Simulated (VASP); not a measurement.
Here is the system:

```yaml
crystal:
  lattice:
    - [0.00000, 2.96039, 2.96039]
    - [2.96039, 0.00000, 2.96039]
    - [2.96039, 2.96039, 0.00000]
  atoms:
    - { symbol: Sr, position: [0.00000, 0.00000, 0.00000] }
```

Calculation: PBE GGA with D3 dispersion (Becke-Johnson damping), VASP's PBE PAW potentials (set 64) (plane waves; VASP). Run with 520 eV cut-off, Gaussian smearing of 0.050 eV, potentials Sr_sv.

**Question.** Give the energies of bands 5 to 8 at the high-symmetry points, in eV from the Fermi level.

**Answer.** 
| band | Γ | X | U | L | W |
|---|---|---|---|---|---|
| 5 | -3.76 | -0.73 | -0.16 | -1.18 | 0.00 |
| 6 | 2.38 | 0.27 | 0.20 | 0.12 | 0.64 |
| 7 | 2.38 | 1.17 | 0.90 | 2.21 | 0.64 |
| 8 | 2.38 | 5.07 | 3.54 | 2.21 | 2.37 |

It has no gap at this level: it comes out as a metal or semimetal.

The compound is Sr in the fcc structure. It was relaxed first, which changed the volume by -8 %.
